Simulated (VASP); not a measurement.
Consider the following.

```yaml
crystal:
  lattice:
    - [2.19806, -3.92431, 0.00000]
    - [2.19806, 3.92431, 0.00000]
    - [0.00000, 0.00000, 5.96410]
  atoms:
    - { symbol: Te, position: [0.00000, 0.26300, 0.66667] }
    - { symbol: Te, position: [0.73700, 0.73700, 0.00000] }
    - { symbol: Te, position: [0.27630, 0.01330, 0.33333] }
```

These are PBE GGA, VASP's PBE PAW potentials (set 64) (plane waves; VASP) values and carry that method's errors. Numerical set-up: 400 eV cut-off, KSPACING 0.16 per Å, Gaussian smearing of 0.050 eV, potentials Te.

Give the force on each atom (eV/Å).

```json
[
 {"atom": "Te1", "Fx": "0.239", "Fy": "0.154", "Fz": "-0.087"},
 {"atom": "Te2", "Fx": "-0.246", "Fy": "-0.018", "Fz": "0.049"},
 {"atom": "Te3", "Fx": "0.007", "Fy": "-0.136", "Fz": "0.038"}
]
```

Give the stress tensor in GPa (positive for a compressed cell).

```
 1.71   0.21  -0.30
 0.21   0.71  -0.55
-0.30  -0.55   1.43
```
The pressure is its mean diagonal, 1.28 GPa.

The compound is Te in the trig structure. The cell was not relaxed at this level, atoms are displaced from their ideal sites. The run is one of a series of settings (KGAMMA = .TRUE., KSPACING = 0.16, KPOINTS file removed against the base run), some of them coarse on purpose.
